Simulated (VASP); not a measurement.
# MgH8Cl2O4: single point with PBE+D3(BJ)

MgH8Cl2O4:

```
CELL_PARAMETERS angstrom
5.89253 0.00000 0.00000
0.00000 5.89253 0.00000
0.00000 0.00000 5.89253
ATOMIC_POSITIONS crystal
O 0.14968 0.55508 0.74671
O 0.69228 0.97456 0.81821
O 0.43136 0.98861 0.43662
O 0.14004 0.38230 0.10741
H 0.19268 0.44933 0.87745
H 0.97739 0.56526 0.73861
H 0.59964 0.09578 0.89365
H 0.76246 0.06421 0.68738
H 0.42326 0.15935 0.45704
H 0.56668 0.92531 0.34001
H 0.05848 0.22074 0.17425
H 0.29262 0.37473 0.17322
Mg 0.26642 0.70902 0.47878
Cl 0.97020 0.02048 0.33646
Cl 0.55944 0.50708 0.30233
```

The cell was built by a generator and needn't be a form met in nature.

* Program: VASP 6.6.1
* Task: single point
* Functional: PBE
* Dispersion: D3(BJ)
* Potentials or basis: VASP PAW PBE potentials, release 64 (O, H, Mg, Cl)
* Cutoff: 520 eV
* k mesh: 1 × 1 × 1
* Occupations: fermi-dirac, width 0.05 eV
* Spin: no spin polarisation
* Dipole correction: no
* Further INCAR settings: LREAL = Auto; ALGO = Normal; EDIFF = 1e-06; NBANDS = 37

The pressure is 0.0 GPa. The largest force is 3.070 eV/Å, the band gap on the k mesh is 3.69 eV, direct and the dispersion energy per atom is -0.059 eV.

Forces in eV/Å, atoms in the order of the input:
```
O   -1.727  1.122 -2.277
O    0.142  2.041 -0.544
O    1.655  0.277 -0.622
O   -0.647 -1.715  0.543
H   -0.997  0.033  0.804
H    1.854 -0.273  0.649
H    0.708 -1.031 -0.336
H   -0.520 -1.176  1.160
H    0.529 -1.955 -0.590
H   -1.374  1.788  1.454
H    0.983  1.898 -0.868
H    0.197  0.008  0.000
Mg  -0.590  0.330 -0.321
Cl  -1.057 -1.455  0.622
Cl   0.845  0.109  0.326
```

Stress tensor (GPa, compression positive):
```
 1.66  2.62  1.99
 2.62 -3.01 -1.94
 1.99 -1.94  1.32
```

Levels at points of the mesh, in eV from the valence-band top:
```tsv
k point	band 20	band 21	band 22	band 23	band 24	band 25	band 26	band 27	band 28	band 29
(0.00, 0.00, 0.00)	-0.98	-0.78	-0.60	-0.39	0.00	3.69	6.24	6.45	7.43	7.92
```

It took 24 s on 1 thread of Intel(R) Xeon(R) Platinum 8488C (Sapphire Rapids), with other jobs on the host, peak memory 0.31 GiB.

PBE gaps usually lie below the measured ones, often by a third to a half.
